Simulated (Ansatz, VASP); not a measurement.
# NaB2 in two plane-wave programs, part 2 of 2

One calculation is typed for both programs; each brings its own data sets and cutoff. How far apart do they land? The cell is invented: As first built, before any earlier steps moved the atoms (in the runner's words): it takes the AgB2 structure with some of its atoms replaced by other elements, volume scaled by an estimate. It may not be a known or stable phase. The cell is taken from a series of VASP runs on this material, whose earlier steps may have relaxed, scaled or displaced it; both programs get it as it stands.

VASP 6.6.1 and Ansatz 0.2.0.

So far. Step 3 (Ansatz: single point, PBEsol): The run ends at a pressure of -0.11 GPa. Step 5 (VASP: band structure, PBEsol): The run ends at a pressure of -0.03 GPa.

## 6. Ansatz: band structure, PBEsol

Level of this step: Ansatz beside VASP: Kohn-Sham DFT, plane waves, PBEsol (Ansatz).

The same cell, functional, mesh and smearing now go to Ansatz, which takes its cutoff from its data sets.

The cell is taken from a series of VASP runs on this material, whose earlier steps may have relaxed, scaled or displaced it; both programs get it as it stands.

Contents of input.yaml:

```yaml
crystal:
  lattice:
    - [3.0212408131, 0.0, 0.0]
    - [-1.5106204065, 2.6164707569, 0.0]
    - [0.0, 0.0, 4.2796505396]
  atoms:
    - { symbol: Na, position: [0.0, 0.0, 0.0] }
    - { symbol: B, position: [0.33333333, 0.66666667, 0.5] }
    - { symbol: B, position: [0.66666667, 0.33333333, 0.5] }
hamiltonian:
  xc: pbesol
  pseudopotentials: { kind: paw }
kpoints:
  mp_grid: { grid: [9, 9, 5] }
  band_path:
    path:
      - [0.0, 0.0, 0.0]
      - [0.13333, 0.0, 0.0]
      - [0.3, 0.0, 0.0]
      - [0.46667, 0.0, 0.0]
      - [0.46667, 0.06667, 0.0]
      - [0.41111, 0.17778, 0.0]
      - [0.35556, 0.28889, 0.0]
      - [0.28889, 0.28889, 0.0]
      - [0.17778, 0.17778, 0.0]
      - [0.06667, 0.06667, 0.0]
      - [0.0, 0.0, 0.03333]
      - [0.0, 0.0, 0.2]
      - [0.0, 0.0, 0.36667]
      - [0.0, 0.0, 0.5]
      - [0.16667, 0.0, 0.5]
      - [0.3, 0.0, 0.5]
      - [0.46667, 0.0, 0.5]
      - [0.46667, 0.06667, 0.5]
      - [0.41111, 0.17778, 0.5]
      - [0.35556, 0.28889, 0.5]
      - [0.28889, 0.28889, 0.5]
      - [0.17778, 0.17778, 0.5]
      - [0.06667, 0.06667, 0.5]
      - [0.5, 0.0, 0.46667]
      - [0.5, 0.0, 0.3]
      - [0.5, 0.0, 0.13333]
      - [0.33333, 0.33333, 0.0]
      - [0.33333, 0.33333, 0.16667]
      - [0.33333, 0.33333, 0.33333]
      - [0.33333, 0.33333, 0.5]
    npoints: 1
scf:
  occupations: { method: gaussian, width: 0.05 }
  n_extra_bands: 7
output:
  forces: true
  stress: true
  eigenvalues: true
  write_density: true
  write_potential: true
  elf: true
  volumetric_format: npy
```

Run with:

```
ansatz run input.yaml --threads 2 --pin off --max-ram 4608MiB --backend cpu --events-out ev --progress --plain --runs-dir out
```

Numbers of over 12 decimals in the logs are rounded to 6 here.

The log of the run:

```text
[...]
Crystal: 3 atoms, lattice volume = 33.831 Å³
Basis set: ecut = 420 eV, 651 PW (Γ), exchange–correlation on 48×48×60 points (8 copies of the dense FFT grid, shifted against one another)
Bands: 15, of which v1, the nominal top of the filled ones, is band 8 counted from 1 (7 counted from 0)
Symmetry: 24 space group operations
[...]
k-points: 36 of 405
[...]
k-point 0: bands = [... 4 lower, -4.8346, 3.1198, 7.3717, 7.3717, 7.7597, 14.4059, 14.4059, 16.5100, ... 3 higher]
  k-point 1: bands = [... 4 lower, -4.6999, 2.2752, 7.3912, 7.3912, 9.2155, 14.3914, 14.3914, 16.2751, ... 3 higher]
  k-point 2: bands = [... 4 lower, -4.4547, 1.2682, 7.4231, 7.4231, 11.9076, 14.3681, 14.3681, 16.0884, ... 3 higher]
  k-point 35: bands = [... 4 lower, 0.3427, 0.3427, 1.8142, 6.7813, 6.7813, 13.2248, 16.5700, 16.5700, ... 3 higher]
[key lines of the parts left out:]
SCF converged after 6 iterations
Free energy (F): -1780.214722 eV
Fermi energy:    5.748095 eV
P = ⅓ Tr σ = -0.1091 GPa (-1.091 kbar)
```

Elapsed: 1.8 s, on 2 threads of Arm Neoverse N1, shared host; peak memory 0.27 GiB; 3 s of CPU time.

## 7. Differences

The two programs side by side:

| quantity | Ansatz | VASP | difference |
| --- | --- | --- | --- |
| pressure (GPa) | -0.11 | -0.03 | -0.08 |
| pressure without Ansatz's Pulay correction (GPa) | -0.24 | -0.03 | -0.21 |

Levels from 3 eV below to 2 eV above the Fermi level differ by 13 meV r.m.s. and 21 meV at most; each VASP level is matched to the nearest of Ansatz, which flatters the figure a little. Ansatz's pressure holds a Pulay correction of 0.13 GPa; VASP's holds none.

## 8. Ansatz: band structure, r2SCAN

A single point gives forces, pressure and levels at one fixed geometry, so differences don't come from the geometry; what else differs is listed under the comparison.

The cell is taken from a series of VASP runs on this material, whose earlier steps may have relaxed, scaled or displaced it; both programs get it as it stands.

input.yaml: that of step 6 with these lines changed.

```diff
@@ -10,3 +10,3 @@
 hamiltonian:
-  xc: pbesol
+  xc: r2scan
   pseudopotentials: { kind: paw }
```

The log of the run:

```text
[...]
Crystal: 3 atoms, lattice volume = 33.831 Å³
Basis set: ecut = 500 eV, 915 PW (Γ), exchange–correlation on 96×96×128 points (64 copies of the dense FFT grid, shifted against one another)
Bands: 15, of which v1, the nominal top of the filled ones, is band 8 counted from 1 (7 counted from 0)
Symmetry: 24 space group operations
[...]
k-points: 36 of 405
[...]
k-point 0: bands = [... 4 lower, -5.5923, 2.9588, 7.4662, 7.4662, 8.2718, 14.8704, 14.8704, 17.0425, ... 3 higher]
  k-point 1: bands = [... 4 lower, -5.4645, 2.1479, 7.4862, 7.4862, 9.7539, 14.8555, 14.8555, 16.9989, ... 3 higher]
  k-point 2: bands = [... 4 lower, -5.2354, 1.1579, 7.5190, 7.5190, 12.6232, 14.8315, 14.8315, 16.9340, ... 3 higher]
  k-point 35: bands = [... 4 lower, -0.1578, -0.1578, 1.6324, 6.9127, 6.9127, 13.9928, 17.4241, 17.4241, ... 3 higher]
[key lines of the parts left out:]
SCF converged after 6 iterations
Free energy (F): -1800.977328 eV
Fermi energy:    5.746895 eV
P = ⅓ Tr σ = 0.6111 GPa (6.111 kbar)
```

Run time: 3.6 s. Hardware: 2 threads; peak memory 0.36 GiB.

## 9. VASP: band structure, r2SCAN

The same cell, functional, mesh and smearing now go to VASP, with its own data sets and cutoff.

Contents of INCAR:

```
SYSTEM = NaB2
PREC = Accurate
ENCUT = 420
EDIFF = 1E-06
NELM = 100
ISMEAR = 0
SIGMA = 0.05
LREAL = .FALSE.
ALGO = Normal
METAGGA = R2SCAN
LASPH = .TRUE.
NBANDS = 19
LORBIT = 11
LWAVE = .FALSE.
LCHARG = .FALSE.
```

Contents of POSCAR:

```
NaB2
1.0
    3.0212408131      0.0000000000      0.0000000000
   -1.5106204065      2.6164707569      0.0000000000
    0.0000000000      0.0000000000      4.2796505396
Na B
1 2
Direct
    0.0000000000      0.0000000000      0.0000000000
    0.3333333300      0.6666666700      0.5000000000
    0.6666666700      0.3333333300      0.5000000000
```

Contents of KPOINTS:

```
Automatic mesh
0
Gamma
9 9 5
0 0 0
```

Contents of KPOINTS_OPT:

```
Line mode
16
Line-mode
Reciprocal
  0.00000000   0.00000000   0.00000000 GAMMA
  0.50000000   0.00000000   0.00000000 M

  0.50000000   0.00000000   0.00000000 M
  0.33333333   0.33333333   0.00000000 K

  0.33333333   0.33333333   0.00000000 K
  0.00000000   0.00000000   0.00000000 GAMMA

  0.00000000   0.00000000   0.00000000 GAMMA
  0.00000000   0.00000000   0.50000000 A

  0.00000000   0.00000000   0.50000000 A
  0.50000000   0.00000000   0.50000000 L

  0.50000000   0.00000000   0.50000000 L
  0.33333333   0.33333333   0.50000000 H

  0.33333333   0.33333333   0.50000000 H
  0.00000000   0.00000000   0.50000000 A

  0.50000000   0.00000000   0.50000000 L
  0.50000000   0.00000000   0.00000000 M

  0.33333333   0.33333333   0.00000000 K
  0.33333333   0.33333333   0.50000000 H
```

Potentials, in the order of the species: Na_pv and B (PBE family, release 64).

Run with:

```
mpirun -np 1 vasp_std
```

The log of the run:

```text
[banner, memory and clock lines left out]
running    1 mpi-ranks, on    1 nodes
[...]
[... a notice as in an earlier step ...]

 LDA part: xc-table for (None), standard interpolation
 POSCAR, INCAR and KPOINTS ok, starting setup
[...]
entering main loop
       N       E                     dE             d eps       ncg     rms          rms(c)
DAV:   1     0.691015599033E+02    0.69102E+02   -0.51547E+03  1411   0.619E+02
DAV:   2    -0.159156817766E+02   -0.85017E+02   -0.78556E+02  1610   0.217E+02
DAV:   3    -0.201342982214E+02   -0.42186E+01   -0.41860E+01  1672   0.437E+01
DAV:   4    -0.201680095561E+02   -0.33711E-01   -0.33697E-01  1575   0.386E+00
[...]
DAV:  12    -0.175247424642E+02   -0.26702E-04   -0.10686E-06  1427   0.716E-03    0.173E-03
DAV:  13    -0.175247437651E+02   -0.13009E-05   -0.22963E-07   813   0.472E-03    0.525E-04
DAV:  14    -0.175247430368E+02    0.72826E-06   -0.32967E-08   768   0.102E-03
   1 F= -.17524743E+02 E0= -.17524442E+02  d E =-.602137E-03
 Start KPOINTS_OPT (optional k-point list driver)
k-point batch [1-36\144]
       N       E                     dE             ncg
DAV:   1    -0.189231992635E+04   -0.15360E+05     1419
DAV:   2    -0.486418448508E+04   -0.29719E+04     1614
DAV:   3    -0.501339448742E+04   -0.14921E+03     1651
DAV:   4    -0.501455333435E+04   -0.11588E+01     1602
DAV:   5    -0.501455999590E+04   -0.66616E-02     1560
DAV:   6    -0.501456007471E+04   -0.78803E-04     1619
DAV:   7    -0.501456007591E+04   -0.12039E-05     1413
DAV:   8    -0.501456007601E+04   -0.96857E-07     1131
[...]
k-point batch [109-144\144]
       N       E                     dE             ncg
DAV:   1    -0.207334240753E+04   -0.18579E+05     1391
DAV:   2    -0.491302235706E+04   -0.28397E+04     1597
DAV:   3    -0.504700917248E+04   -0.13399E+03     1629
DAV:   4    -0.504798484679E+04   -0.97567E+00     1631
DAV:   5    -0.504799033286E+04   -0.54861E-02     1543
DAV:   6    -0.504799039939E+04   -0.66529E-04     1665
DAV:   7    -0.504799040037E+04   -0.98295E-06     1362
```

OUTCAR, selected parts (step 9):

```text
  Total        0.0887513      0.0887512      0.0021576      0.0000000     -0.0000000      0.0000000
  in kB        4.2031567      4.2031550      0.1021809      0.0000000     -0.0000000      0.0000000
  external PRESSURE =       2.8361642 kB  Pullay stress =       0.0000000 kB

 POSITION                                       TOTAL-FORCE (eV/Angst)
 -----------------------------------------------------------------------------------
      0.00000      0.00000      0.00000        -0.000000      0.000000      0.000000
     -0.00000      1.74431      2.13983         0.000000      0.000000      0.000000
      1.51062      0.87216      2.13983        -0.000000     -0.000000     -0.000000
 -----------------------------------------------------------------------------------
    total drift:                                0.000000      0.000000     -0.000000

  FREE ENERGIE OF THE ION-ELECTRON SYSTEM (eV)
  ---------------------------------------------------
  free  energy   TOTEN  =       -17.5247430368 eV

  energy  without entropy=      -17.5241408997  energy(sigma->0) =      -17.52444197

[... 2 parts as in an earlier step ...]

[... 1 further part left out ...]
[key lines of the parts left out:]
E-fermi :   2.8352
```

The run ends at a pressure of 0.28 GPa.

## 10. Differences

What differs besides the data sets and the points named for the pairs above, as far as they apply: VASP keeps PBE cores, Ansatz makes them for the functional; the cutoff is 500 eV in Ansatz and 420 eV in VASP. Total energies have different zeros and are not compared.

Both answers:

| quantity | Ansatz | VASP | difference |
| --- | --- | --- | --- |
| pressure (GPa) | 0.61 | 0.28 | +0.33 |

Levels from 3 eV below to 2 eV above the Fermi level differ by 11 meV r.m.s. and 27 meV at most; each VASP level is matched to the nearest of Ansatz, which flatters the figure a little.

## 11. Results

| Item | Value |
| --- | --- |
| difference in pressure (single point, PBEsol) | -0.063 GPa |
| r.m.s. difference of levels near the Fermi level (band structure, PBEsol) | 13 meV |
| r.m.s. difference of levels near the Fermi level (band structure, r2SCAN) | 11 meV |

The r.m.s. difference of levels near the Fermi level is 13 meV (band structure, PBEsol), within the 80 meV picked in this series as the mark of a large difference. How closely two codes agree says nothing of how well the functional describes the real material.

[Lines on the potential files, build, host, timing and source positions are cut from VASP's logs without a mark.]

[Logs are printed without paths, hosts, clocks, repeated set-up lines and the standing remarks that a program may print on its own settings, such as how far it seeks lower states.]

[Hosts, paths, dates, database ids (printed as entryN), source tags and the programs' standing remarks are cut or masked in the printed files.]
